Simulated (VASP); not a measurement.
Here is the system:

```
CELL_PARAMETERS angstrom
      2.29810    -3.98042     0.00000
      2.29810     3.98042     0.00000
      0.00000     0.00000     7.02177
ATOMIC_POSITIONS crystal
  Pb 0.00000 0.00000 0.00000
  I  0.33333 0.66667 0.26811
  I  0.66667 0.33333 0.73189
```

Calculation: PBE GGA with D3 dispersion (zero damping), VASP's PBE PAW potentials (set 64) (plane waves; VASP 6.6.1). Numerical set-up: 520 eV cut-off, Gaussian smearing of 0.050 eV, potentials Pb_d I.

Unless said otherwise, spin-orbit coupling is left out, though it shifts the bands of the heavy elements here.

Task: Give the energies of bands 8 to 17 at the high-symmetry points, in eV from the valence-band maximum.

Result: 
```
band      Γ      M      K      A      L      H
----  -----  -----  -----  -----  -----  -----
8     -6.91  -7.35  -7.43  -6.74  -7.38  -7.42
9     -1.16  -2.80  -2.38  -1.85  -3.24  -2.86
10    -0.95  -2.31  -2.38  -1.09  -1.76  -2.86
11    -0.95  -1.98  -2.20  -1.09  -1.65  -2.56
12    -0.89  -1.54  -1.57  -0.70  -1.32  -0.71
13    -0.89  -0.73  -1.57  -0.70  -1.10  -0.71
14    -0.68  -0.36  -0.73   0.00  -0.64  -0.12
15     2.49   2.83   4.18   2.22   3.18   3.29
16     3.32   3.61   4.18   3.14   3.69   3.29
17     3.32   4.60   4.47   3.14   4.05   4.06
```

The gap is direct, 2.22 eV, from the valence maximum at A to the conduction minimum at A.

Measured: gap 2.40 eV (computed value off by -0.18 eV), as given by Wikipedia, List of semiconductor materials.

The compound is PbI2 in the 1T layered structure. It was relaxed first.
